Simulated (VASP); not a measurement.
Here is the system:

```
AuBr
1.0
    4.67892     0.00000     0.00000
    0.00000     4.67892     0.00000
    0.00000     0.00000     5.89583
Au Br
2 2
Cartesian
  2.33946   0.00000   1.39613
  0.00000   2.33946   4.49970
  0.00000   0.00000   0.00000
  2.33946   2.33946   0.00000
```

Method: PBE GGA, VASP's PBE PAW potentials (set 64) (plane waves; VASP). Run with EDIFF = 1E-3, 400 eV cut-off, 4×4×4 Γ-centred mesh, Gaussian smearing of 0.050 eV, potentials Au Br.

### Question
Which forces act on the atoms, in eV/Å?

### Answer

```csv
atom,Fx,Fy,Fz
Au1,0.000,0.000,-0.128
Au2,0.000,0.000,0.128
Br3,0.000,0.000,0.000
Br4,0.000,0.000,0.000
```

### Question
Give the stress tensor in GPa (positive for a compressed cell).

### Answer

```
 7.65   0.00   0.00
 0.00   7.65   0.00
 0.00   0.00  -1.97
```
The pressure is its mean diagonal, 4.45 GPa.

The structure was generated: AuBr was put into the litharge type (P4/nmm), which need not be its known phase. The cell was not relaxed at this level. The k-mesh is coarse (spacing up to 0.34 per Å, 2π included), so the numbers may not be converged in it. The run is one of a series of settings (EDIFF = 1E-3 against the base run), some of them coarse on purpose.
